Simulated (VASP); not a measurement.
# Ir(110) in VASP

Wanted: what it costs to take an electron out of Ir(110), held as cut.

Calculated with VASP 6.6.1; PBE; plane waves and PAW (Ir).

## (1) Set-up

The cell holds 7 atoms: 7 Ir. Cell: a = 3.840 Å, b = 2.715 Å, c = 26.146 Å, α = 90.0°, β = 90.0°, γ = 90.0°. Vacuum lies along c.

Coordinates:

```xyz
7
Lattice="3.8400 0.0000 0.0000 0.0000 2.7153 0.0000 0.0000 0.0000 26.1459" Properties=species:S:1:pos:R:3
Ir    0.0000    0.0000    9.0000
Ir    1.9200    1.3576   10.3576
Ir    0.0000    0.0000   11.7153
Ir    1.9200    1.3576   13.0729
Ir    0.0000    0.0000   14.4306
Ir    1.9200    1.3576   15.7882
Ir    0.0000    0.0000   17.1459
```

## (2) Vacuum level and density of states

A static run writes the electrostatic potential without exchange and correlation (LVHAR), which is flat in the vacuum and gives the level to count from. The dipole correction cancels the field that unlike faces would set up across the vacuum.

The input, INCAR:

```
SYSTEM = Ir
PREC = Normal
ENCUT = 300
EDIFF = 1E-06
NELM = 120
ISMEAR = -1
SIGMA = 0.1
LREAL = .FALSE.
ALGO = Fast
GGA = PE
NBANDS = 50
LASPH = .TRUE.
LORBIT = 11
LWAVE = .FALSE.
LCHARG = .TRUE.
IDIPOL = 3
LDIPOL = .TRUE.
DIPOL = 0.5 0.5 0.5
LVHAR = .TRUE.
LVACPOTAV = .TRUE.
LELF = .TRUE.
NEDOS = 1500
```

The input, POSCAR:

```
Ir
1.0
    3.8400000000      0.0000000000      0.0000000000
    0.0000000000      2.7152900398      0.0000000000
    0.0000000000      0.0000000000     26.1458701193
Ir
7
Direct
    0.0000000000      0.0000000000      0.3442226233
    0.5000000000      0.5000000000      0.3961484155
    0.0000000000      0.0000000000      0.4480742078
    0.5000000000      0.5000000000      0.5000000000
    0.0000000000      0.0000000000      0.5519257922
    0.5000000000      0.5000000000      0.6038515845
    0.0000000000      0.0000000000      0.6557773767
```

The input, KPOINTS:

```
Automatic mesh
0
Gamma
11 15 1
0 0 0
```

The input, KPOINTS_OPT:

```
Line mode
14
Line-mode
Reciprocal
  0.00000000   0.00000000   0.00000000 GAMMA
 -0.50000000   0.00000000   0.00000000 X

 -0.50000000   0.00000000   0.00000000 X
 -0.50000000  -0.50000000   0.00000000 S

 -0.50000000  -0.50000000   0.00000000 S
  0.00000000  -0.50000000   0.00000000 Y

  0.00000000  -0.50000000   0.00000000 Y
  0.00000000   0.00000000   0.00000000 GAMMA

  0.00000000   0.00000000   0.00000000 GAMMA
 -0.50000000  -0.50000000   0.00000000 S
```

Potentials, in the order of the species: Ir (PBE family, release 64).

The run is started by

```bash
mpirun -np 2 vasp_std
```

The log of the run:

```text
[banner, memory and clock lines left out]
running    2 mpi-ranks, on    1 nodes
 distrk:  each k-point on    2 cores,    1 groups
 distr:  one band on    1 cores,    2 groups

 POSCAR found type information on POSCAR Ir
 POSCAR found :  1 types and       7 ions
 LDA part: xc-table for (Slater+PW92), standard interpolation
 POSCAR, INCAR and KPOINTS ok, starting setup
 FFT: planning ... GRIDC
 FFT: planning ... GRID_SOFT
 FFT: planning ... GRID
 WAVECAR not read
 entering main loop
       N       E                     dE             d eps       ncg     rms          rms(c)
DAV:   1     0.435400404457E+03    0.43540E+03   -0.18997E+04  4840   0.700E+02
DAV:   2    -0.337389192157E+02   -0.46914E+03   -0.42110E+03  5060   0.294E+02
DAV:   3    -0.613010487915E+02   -0.27562E+02   -0.25765E+02  5664   0.700E+01
DAV:   4    -0.619534488823E+02   -0.65240E+00   -0.64515E+00  5768   0.116E+01
DAV:   5    -0.619678294781E+02   -0.14381E-01   -0.14367E-01  5840   0.146E+00    0.347E+01
RMM:   6    -0.597772524416E+02    0.21906E+01   -0.53035E+00  5212   0.142E+01    0.198E+01
RMM:   7    -0.890617776062E+02   -0.29285E+02   -0.28002E+01  7362   0.213E+01    0.468E+01
RMM:   8    -0.662626390575E+02    0.22799E+02   -0.45890E+00  5571   0.973E+00    0.212E+01
RMM:   9    -0.600923004165E+02    0.61703E+01   -0.71035E+00  6101   0.118E+01    0.120E+01
RMM:  10    -0.582004988883E+02    0.18918E+01   -0.12929E+00  5466   0.557E+00    0.228E+00
RMM:  11    -0.581906119468E+02    0.98869E-02   -0.44772E-01  5605   0.241E+00    0.201E+00
RMM:  12    -0.581695305617E+02    0.21081E-01   -0.10559E-01  5466   0.178E+00    0.137E+00
RMM:  13    -0.581637191682E+02    0.58114E-02   -0.28209E-02  5546   0.610E-01    0.909E-01
RMM:  14    -0.581684692574E+02   -0.47501E-02   -0.44813E-03  5425   0.295E-01    0.970E-01
RMM:  15    -0.581643213450E+02    0.41479E-02   -0.15700E-03  5518   0.180E-01    0.559E-01
RMM:  16    -0.581626451670E+02    0.16762E-02   -0.98768E-04  5518   0.992E-02    0.271E-01
RMM:  17    -0.581625718947E+02    0.73272E-04   -0.15771E-04  5987   0.510E-02    0.212E-01
RMM:  18    -0.581623565660E+02    0.21533E-03   -0.14682E-04  5618   0.491E-02    0.847E-02
RMM:  19    -0.581623525273E+02    0.40387E-05   -0.10108E-04  5565   0.296E-02    0.337E-02
RMM:  20    -0.581623826705E+02   -0.30143E-04   -0.20071E-05  5616   0.227E-02    0.187E-02
RMM:  21    -0.581624016671E+02   -0.18997E-04   -0.10903E-05  5714   0.150E-02    0.233E-02
RMM:  22    -0.581624238853E+02   -0.22218E-04   -0.43656E-06  4856   0.106E-02    0.948E-03
RMM:  23    -0.581624402539E+02   -0.16369E-04   -0.17493E-06  4171   0.435E-03    0.445E-03
RMM:  24    -0.581624599090E+02   -0.19655E-04   -0.11543E-06  4199   0.370E-03    0.412E-03
RMM:  25    -0.581624672328E+02   -0.73239E-05   -0.50660E-07  3927   0.334E-03    0.199E-03
RMM:  26    -0.581624698602E+02   -0.26274E-05   -0.23556E-07  3749   0.226E-03    0.137E-03
RMM:  27    -0.581624713835E+02   -0.15233E-05   -0.93577E-08  3470   0.137E-03    0.118E-03
RMM:  28    -0.581624725318E+02   -0.11482E-05   -0.39055E-08  2650   0.101E-03    0.548E-04
RMM:  29    -0.581624731033E+02   -0.57150E-06   -0.12549E-08  2154   0.753E-04
|                                                                             |
|           W    W    AA    RRRRR   N    N  II  N    N   GGGG   !!!           |
|           W    W   A  A   R    R  NN   N  II  NN   N  G    G  !!!           |
|           W    W  A    A  R    R  N N  N  II  N N  N  G       !!!           |
|           W WW W  AAAAAA  RRRRR   N  N N  II  N  N N  G  GGG   !            |
|           WW  WW  A    A  R   R   N   NN  II  N   NN  G    G                |
|           W    W  A    A  R    R  N    N  II  N    N   GGGG   !!!           |
|                                                                             |
|     Did not find any points to average over, which means that no vacuum     |
|     field-free region was found. Please increase the size of  your cell     |
|     in the dimension of the dipole correction to obtain accurate            |
|     workfunction values.                                                    |
|                                                                             |

   1 F= -.58162473E+02 E0= -.58016761E+02  d E =-.291424E+00
 Start KPOINTS_OPT (optional k-point list driver)
k-point batch [1-48\70]
       N       E                     dE             ncg
DAV:   1     0.140018548927E+05   -0.52109E+05     4840
DAV:   2    -0.801454085407E+04   -0.22016E+05     5162
DAV:   3    -0.925880120380E+04   -0.12443E+04     5488
DAV:   4    -0.928628340590E+04   -0.27482E+02     5818
DAV:   5    -0.928692710610E+04   -0.64370E+00     5598
DAV:   6    -0.928695465342E+04   -0.27547E-01     6168
DAV:   7    -0.928695571126E+04   -0.10578E-02     5576
DAV:   8    -0.928695576722E+04   -0.55958E-04     5198
DAV:   9    -0.928695576983E+04   -0.26157E-05     3574
DAV:  10    -0.928695577017E+04   -0.33551E-06     3014
k-point batch [49-70\70]
       N       E                     dE             ncg
DAV:   1     0.565359309557E+05   -0.11094E+05     2224
DAV:   2     0.461317326955E+05   -0.10404E+05     2380
DAV:   3     0.456012297099E+05   -0.53050E+03     2510
DAV:   4     0.455913613907E+05   -0.98683E+01     2658
DAV:   5     0.455911158373E+05   -0.24555E+00     2636
DAV:   6     0.455911054883E+05   -0.10349E-01     2736
DAV:   7     0.455911050374E+05   -0.45098E-03     2612
DAV:   8     0.455911050140E+05   -0.23416E-04     2430
DAV:   9     0.455911050130E+05   -0.96332E-06     1580
```

It took 88 s on 2 MPI ranks of Intel Xeon 6975P-C (Granite Rapids), shared host; peak memory 0.57 GiB.

The logs omit lines about the potential files and the build; timing stands in the text.

From OUTCAR (step 2):

```text
ion  position               nearest neighbor table
   1  0.000  0.000  0.344-   2 2.72   2 2.72   2 2.72   2 2.72   3 2.72
   2  0.500  0.500  0.396-   1 2.72   1 2.72   1 2.72   1 2.72   4 2.72   3 2.72   3 2.72   3 2.72
                             3 2.72
   3  0.000  0.000  0.448-   5 2.72   4 2.72   4 2.72   4 2.72   4 2.72   1 2.72   2 2.72   2 2.72
                             2 2.72   2 2.72
   4  0.500  0.500  0.500-   3 2.72   5 2.72   3 2.72   5 2.72   3 2.72   5 2.72   3 2.72   5 2.72
                             2 2.72   6 2.72
   5  0.000  0.000  0.552-   3 2.72   4 2.72   4 2.72   4 2.72   4 2.72   7 2.72   6 2.72   6 2.72
                             6 2.72   6 2.72
   6  0.500  0.500  0.604-   7 2.72   7 2.72   7 2.72   7 2.72   4 2.72   5 2.72   5 2.72   5 2.72
                             5 2.72
   7  0.000  0.000  0.656-   6 2.72   6 2.72   6 2.72   6 2.72   5 2.72

  LATTYP: Found a simple orthorhombic cell.
 ALAT       =     2.7152900398
 B/A-ratio  =     1.4142135624
 C/A-ratio  =     9.6291260735

 Subroutine GETGRP returns: Found  8 space group operations
 (whereof  8 operations were pure point group operations)

The static configuration has the point symmetry D_2h.

 Found     48 irreducible k-points:

   k-points           NKPTS =     48   k-points in BZ     NKDIM =     48   number of bands    NBANDS=     50

   dimension x,y,z NGX =    16 NGY =   12 NGZ =  112
   dimension x,y,z NGXF=    32 NGYF=   24 NGZF=  224

   ENCUT  =  300.0 eV  22.05 Ry    4.70 a.u.   5.42  3.83 36.92*2*pi/ulx,y,z

   NELECT =      63.0000    total number of electrons

 k-points in reciprocal lattice and weights: Automatic mesh
   0.00000000  0.00000000  0.00000000       0.006
   0.09090909  0.00000000  0.00000000       0.012
   0.18181818  0.00000000  0.00000000       0.012
   0.27272727  0.00000000  0.00000000       0.012
   0.36363636  0.00000000  0.00000000       0.012
   0.45454545  0.00000000  0.00000000       0.012
   0.00000000  0.06666667  0.00000000       0.012
   0.09090909  0.06666667  0.00000000       0.024
   0.18181818  0.06666667  0.00000000       0.024
[...]
0.36363636  0.46666667  0.00000000       0.024
   0.45454545  0.46666667  0.00000000       0.024

 dipolmoment           0.000000      0.000000     -0.000000 electrons x Angstroem

 average (electrostatic) potential at core
       1 -57.6872       2 -58.4909       3 -58.6050       4 -58.5086       5 -58.6050
       6 -58.4909       7 -57.6872

 E-fermi :   0.5262

 k-point     1 :       0.0000    0.0000    0.0000
  band No.  band energies     occupation
    ...
     29      -0.4558      1.99989
     30      -0.3056      1.99951
     31      -0.1754      1.99821
     32      -0.0333      1.99259
     33       0.6075      0.61433
     34       0.7680      0.16353
     35       1.0338      0.01241
     36       1.0524      0.01031
     37       1.2469      0.00148
     38       1.5569      0.00007
    ...

 k-point     2 :       0.0909    0.0000    0.0000
  band No.  band energies     occupation
    ...
     29      -0.4453      1.99988
     30      -0.2776      1.99935
     31      -0.0064      1.99032
     32       0.0012      1.98955
     33       0.4551      1.34121
     34       0.8809      0.05600
     35       0.9886      0.01942
     36       1.0205      0.01415
     37       1.1689      0.00323
     38       1.6229      0.00003
    ...

 k-point     3 :       0.1818    0.0000    0.0000
  band No.  band energies     occupation
    ...
     30      -0.3977      1.99981
     31       0.1089      1.96964
     32       0.3010      1.80949
     33       0.4061      1.53723
     34       0.4719      1.26477
     35       0.9939      0.01843
     36       1.0875      0.00727
     37       1.2539      0.00138
     38       1.6257      0.00003
     39       1.6820      0.00002
    ...

  Total       -1.8269452     -3.0650436     -3.1222189      0.0000000      0.0000000      0.0000000
  in kB      -10.7370645    -18.0134414    -18.3494639      0.0000000      0.0000000      0.0000000
  external PRESSURE =     -15.6999899 kB  Pullay stress =       0.0000000 kB

  energy-cutoff  :      300.00
  volume of cell :      272.62
      direct lattice vectors                 reciprocal lattice vectors
     3.840000000  0.000000000  0.000000000     0.260416667  0.000000000  0.000000000
     0.000000000  2.715290040  0.000000000     0.000000000  0.368284782  0.000000000
     0.000000000  0.000000000 26.145870119     0.000000000  0.000000000  0.038246958

 POSITION                                       TOTAL-FORCE (eV/Angst)
 -----------------------------------------------------------------------------------
      0.00000      0.00000      9.00000         0.000000     -0.000000      1.082754
      1.92000      1.35765     10.35765         0.000000      0.000000     -1.090828
      0.00000      0.00000     11.71529         0.000000     -0.000000     -0.114615
      1.92000      1.35765     13.07294         0.000000      0.000000      0.000000
      0.00000      0.00000     14.43058         0.000000      0.000000      0.114615
      1.92000      1.35765     15.78823        -0.000000      0.000000      1.090828
      0.00000      0.00000     17.14587         0.000000      0.000000     -1.082754
 -----------------------------------------------------------------------------------
    total drift:                                0.000000      0.000000     -0.000000

  FREE ENERGIE OF THE ION-ELECTRON SYSTEM (eV)
  ---------------------------------------------------
  free  energy   TOTEN  =       -58.1624731033 eV

  energy  without entropy=      -57.8710486949  energy(sigma->0) =      -58.01676090

 vacuum level on the upper side and lower side of the slab         5.559         5.559

 total charge
# of ion       s       p       d       tot
------------------------------------------
    1        0.633   0.435   6.934   8.001
    2        0.667   0.696   6.901   8.264
    3        0.674   0.734   6.959   8.367
    4        0.674   0.730   6.984   8.387
    5        0.674   0.734   6.959   8.367
    6        0.667   0.696   6.901   8.264
    7        0.633   0.435   6.934   8.001
--------------------------------------------------
tot          4.621   4.460  48.570  57.651

[... 3 further parts left out ...]
```

This run has no spin polarisation. Its electron count is odd, so without a moment it is a metal by construction.

Numbers from this step:

```yaml
electronic_cycles: 29
electrons: 63
free_energy_toten: -58.1625 eV
energy_at_zero_smearing: -58.0168 eV
fermi_energy: 0.5262 eV
labelled_metallic_from_the_levels_on_this_mesh: yes
dos_at_the_fermi_level: 8.847 states/eV/cell
dipole_moment: 0, 0, 0 e·Å
vacuum_levels: 5.559, 5.559 eV
work_functions_of_the_upper_and_lower_face: 5.033, 5.033 eV
```

The electronic bands at the labelled points (eV, zero at the Fermi level; # counts the bands kept):

| point | #29 | #30 | #31 | #32 | #33 | #34 | #35 | #36 |
| --- | --- | --- | --- | --- | --- | --- | --- | --- |
| Γ | -0.98 | -0.83 | -0.70 | -0.56 | 0.08 | 0.24 | 0.51 | 0.53 |
| 0.54 of the way | -0.81 | -0.61 | -0.47 | -0.29 | -0.23 | 0.17 | 0.47 | 0.56 |
| X | -0.81 | -0.48 | -0.03 | 0.01 | 0.19 | 0.35 | 0.36 | 0.36 |
| 0.54 of the way | -1.15 | -0.95 | -0.56 | -0.38 | -0.32 | 0.09 | 0.35 | 0.62 |
| S | 0.58 | 0.81 | 0.82 | 0.89 | 0.91 | 0.96 | 1.15 | 1.18 |
| 0.46 of the way | -0.02 | 0.06 | 0.93 | 0.95 | 1.00 | 1.16 | 1.21 | 2.48 |
| Y | 0.46 | 0.54 | 0.67 | 0.74 | 1.14 | 1.22 | 1.36 | 2.22 |
| 0.54 of the way | -0.80 | -0.67 | -0.54 | -0.37 | -0.11 | 0.01 | 0.36 | 0.65 |
| Γ | -0.98 | -0.83 | -0.70 | -0.56 | 0.08 | 0.24 | 0.51 | 0.53 |
| 0.54 of the way | -1.15 | -0.59 | -0.49 | -0.39 | -0.06 | 0.51 | 0.61 | 0.66 |
| S | 0.58 | 0.81 | 0.82 | 0.89 | 0.91 | 0.96 | 1.15 | 1.18 |

The density of states has structure finer than the step of the table below, so its rows give means over 1 eV, whole bins alone (the curve runs from -11.6 to 7.89 eV). Peaks (eV: height): total -6.2: 7.66, -4.4: 9.78, -3.4: 12.4, 0.6: 10.9; Ir s -7.3: 1.42, 7.0: 0.754; Ir p -4.4: 0.876, -3.4: 0.979, 4.3: 0.776, 5.8: 0.666; Ir d -3.4: 10.3, 0.6: 9.60.

Means over bins of 0.078 eV. The density of states by energy, zero at the Fermi level; means over each step; values in states/eV/cell:

| energy (eV) | total | Ir s | Ir p | Ir d |
| --- | --- | --- | --- | --- |
| -11 | 0.0251 | 0.0208 | 7.3e-4 | 4.9e-5 |
| -10 | 0.305 | 0.242 | 0.0178 | 0.00370 |
| -9 | 0.650 | 0.455 | 0.0672 | 0.0396 |
| -8 | 1.70 | 0.780 | 0.161 | 0.576 |
| -7 | 5.53 | 1.17 | 0.370 | 3.48 |
| -6 | 6.81 | 0.713 | 0.481 | 5.05 |
| -5 | 7.11 | 0.334 | 0.598 | 5.53 |
| -4 | 9.45 | 0.299 | 0.783 | 7.64 |
| -3 | 9.80 | 0.232 | 0.826 | 8.03 |
| -2 | 8.35 | 0.152 | 0.497 | 7.00 |
| -1 | 8.53 | 0.128 | 0.433 | 7.23 |
| 0 | 9.04 | 0.143 | 0.375 | 7.79 |
| 1 | 7.84 | 0.173 | 0.296 | 6.85 |
| 2 | 2.21 | 0.195 | 0.365 | 1.30 |
| 3 | 2.31 | 0.246 | 0.537 | 1.08 |
| 4 | 2.30 | 0.258 | 0.626 | 0.899 |
| 5 | 2.23 | 0.276 | 0.501 | 0.640 |
| 6 | 3.27 | 0.331 | 0.596 | 0.579 |
| 7 | 3.90 | 0.624 | 0.505 | 0.623 |

The planar average of the electrostatic potential oscillates, so the rows of the table below give means over windows of 1.4 Å about each position, cut where the curve ends. Its maxima inside the range that stand out by 2 % of the span (Å: eV): 9.6: -8.94, 11.1: -9.60, 12.4: -9.61, 13.8: -9.61, 15.1: -9.60, 16.6: -8.94. Its minima: 9.1: -9.92, 10.4: -11.1, 11.7: -11.2, 13.1: -11.2, 14.5: -11.2, 15.8: -11.1, 17.0: -9.92.

Zero at the Fermi level. Table of planar average of the electrostatic potential by height; means over each step:

| height (Å) | planar average of the electrostatic potential (eV) |
| --- | --- |
| 0.70 | 5.03 |
| 2.10 | 5.03 |
| 3.50 | 5.03 |
| 4.90 | 5.03 |
| 6.30 | 4.97 |
| 7.70 | 2.59 |
| 9.10 | -8.45 |
| 10.50 | -10.2 |
| 11.90 | -10.3 |
| 13.30 | -10.3 |
| 14.70 | -10.4 |
| 16.10 | -10.00 |
| 17.50 | -5.62 |
| 18.90 | 4.29 |
| 20.30 | 5.02 |
| 21.70 | 5.03 |
| 23.10 | 5.03 |
| 24.50 | 5.03 |
| 25.90 | 5.03 |

Density of states in the PAW spheres, an atom over height of the layer and energy from the Fermi level.

Ten even steps from '_' (0.08 states/eV) to '@' (1.76 states/eV), each cell a mean:
```
%%##******##%%
@@**==++==**@@
@@++==++==++@@
@@==========@@
%%++++++++++%%
%%++++++++++%%
@@++======++@@
##==========##
**++++==++++**
%%%%%%%%%%%%%%
##%%%%@@%%%%##
++**********++
++##******##++
++##++**++##++
::++======++::
::++======++::
::++++==++++::
::++##++##++::
..==##**##==..
__--++++++--__
__::======::__
__..........__
```
Columns: height of the layer (Å) from 9 to 17.1; rows upwards: energy from the Fermi level (eV) from -7.9 to 0.5.

Force by atom:

| atom | x (eV/Å) | y (eV/Å) | z (eV/Å) | size |
| --- | --- | --- | --- | --- |
| Ir1 | 0.00 | 0.00 | 1.08 | 1.08 |
| Ir2 | 0.00 | 0.00 | -1.09 | 1.09 |
| Ir3 | 0.00 | 0.00 | -0.11 | 0.11 |
| Ir4 | 0.00 | 0.00 | 0.00 | 0.00 |
| Ir5 | 0.00 | 0.00 | 0.11 | 0.11 |
| Ir6 | 0.00 | 0.00 | 1.09 | 1.09 |
| Ir7 | 0.00 | 0.00 | -1.08 | 1.08 |

Electrostatic potential energy in the ca plane at fractional y = 0.000, with atoms of Ir within 0.2 Å of it. With pseudopotentials it is smooth inside the atoms' cores, unlike the true potential.

Values in eV, 6 rows by 16 columns, each cell a mean:
```
  5   3 -25 -34  -4 -36 -24  -9 -41 -13 -18 -38  -3   5   6   6
  5   4  -3  -6   0  -7  -4  -1  -9  -1  -2  -7   3   5   6   6
  6   5   4   2  -1   2   1  -1   2   0   1   4   5   6   6   6
  6   5   3   2  -1   1   0   0   1   0   1   3   5   5   6   6
  5   4  -9 -13   0 -15  -9  -2 -18  -4  -6 -16   1   5   6   6
  5   2 -30 -39  -6 -41 -29 -12 -46 -16 -22 -43  -5   5   6   6
```
Columns run along c (16.0 Å, from fractional 0.24 to 0.85 of the cell; values clipped at the 3rd and 97th percentile), rows up along a (3.8 Å). Atoms in or near the plane, at fractional coordinates: Ir at (0.34, 0.00), Ir at (0.45, 0.00), Ir at (0.55, 0.00), Ir at (0.66, 0.00).

Valence density in the ca plane at fractional y = 0.000, with atoms of Ir within 0.2 Å of it. It is the smooth field of the valence electrons, not physical close to the nuclei.

Ten even steps from '0' (0.0 e/Å³) to '9' (2.6 e/Å³), each cell a mean:
```
00000147874212588531236874213588620000000000
00000024542111355321124542112355310000000000
00000001221111122111111221111121100000000000
00000000001111100111111011111100000000000000
00000000001111000011110001111000000000000000
00000000001111100011110001111000000000000000
00000000111111111111111111111111000000000000
00000012332111233211113332111233200000000000
00000135763112466421135753112466520000000000
00000148985213599631247974213699630000000000
```
Columns run along c (16.0 Å, from fractional 0.24 to 0.85 of the cell), rows up along a (3.8 Å). Atoms in or near the plane, at fractional coordinates: Ir at (0.34, 0.00), Ir at (0.45, 0.00), Ir at (0.55, 0.00), Ir at (0.66, 0.00).

[end of part 1 of 2]

[Lines on the potential files, build, host, timing and source positions are cut from VASP's logs without a mark.]

[Logs are printed without paths, hosts, clocks, repeated set-up lines and the standing remarks that a program may print on its own settings, such as how far it seeks lower states.]

[Hosts, paths, dates, database ids (printed as entryN), source tags and the programs' standing remarks are cut or masked in the printed files.]

[In band tables of VASP the shares of atoms and orbitals are scaled to a sum of 1 inside the atoms' spheres.]

[Runs that stopped without an error message from VASP are left out.]
